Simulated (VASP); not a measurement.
The system is LaRh3C.

```xyz
5
Lattice="4.2527 0.0000 0.0000 0.0000 4.2527 0.0000 0.0000 0.0000 4.2527" Properties=species:S:1:pos:R:3 pbc="T T T"
La    2.1264    2.1264    2.1264
Rh    2.1264    0.0000    0.0000
Rh    0.0000    2.1264    0.0000
Rh    0.0000    0.0000    2.1264
C     0.0000    0.0000    0.0000
```

The cell is a database's computed one.

* Program: VASP 6.6.1
* Task: relaxation of cell and atoms
* Functional: LDA
* Potentials or basis: VASP PAW LDA potentials, release 64 (La, Rh_pv, C)
* Cutoff: 600 eV
* k mesh: 8 × 8 × 8
* Occupations: gaussian, width 0.1 eV
* Spin: no spin polarisation

At the start: pressure -11.2 GPa; volume 15.38 Å³/atom.

Problem. Where does the relaxation end?

Solution. Over 4 steps the energy falls by 32.7 meV/atom and the volume is 14.50 Å³/atom (-5.7 %); space group Pm-3m (No. 221, to 0.05 Å).

Step by step:
| step | energy change (eV) | largest force (eV/Å) | pressure (GPa) | volume (Å³) |
| --- | --- | --- | --- | --- |
| 1 | 0.0000 | 0.0000 | -11.19 | 76.91 |
| 2 | 0.3806 | 0.0000 | 27.63 | 65.56 |
| 3 | -0.1632 | 0.0000 | -0.39 | 72.63 |
| 4 | -0.1633 | 0.0000 | -0.05 | 72.52 |

Final structure:
```xyz
5
Lattice="4.1701 0.0000 0.0000 0.0000 4.1701 0.0000 0.0000 0.0000 4.1701" Properties=species:S:1:pos:R:3 pbc="T T T"
La    2.0850    2.0850    2.0850
Rh    2.0850    0.0000    0.0000
Rh    0.0000    2.0850    0.0000
Rh    0.0000    0.0000    2.0850
C     0.0000    0.0000    0.0000
```
